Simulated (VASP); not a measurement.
Runs of VASP 6.6.1 on CGeClH3. The cell holds a molecule in a box, 6 atoms: a = 12.000 Å, b = 13.000 Å, c = 11.000 Å, α = 90.00°, β = 90.00°, γ = 90.00°. 

| task | level | cell | gap on the mesh (eV) | largest force (eV/Å) |
| --- | --- | --- | --- | --- |
| single point | PBE | as given | 2.38 | 0.33 |
| atomic charges | PBE+TS | as given | 2.38 | 0.33 |
| single point | RPBE+D3(BJ) | as given | 2.42 | (a) |
| single point | PBE | atoms moved at random, drawn with an rms of 0.05 Å | 2.30 | 3.16 |
| electron localisation function | PBE | as given | 2.38 | 0.33 |
| relaxation of the atoms | PBE | atoms relaxed from: atoms moved at random, drawn with an rms of 0.02 Å | 2.36 | - |

Alike in all rows: potentials or basis VASP PAW PBE potentials, release 64 (C, Ge_d, Cl, H); no spin polarisation; k mesh 1 × 1 × 1; cutoff (eV) 520; smearing gaussian 0.01 eV.

Task: Estimate the missing entries.

Result: (a) 0.30.

Caveats: the PAW data sets were made with another functional, which shifts forces and pressure a little (some runs).

A k mesh can miss the band edges, and the runs leave out spin-orbit coupling on Ge.
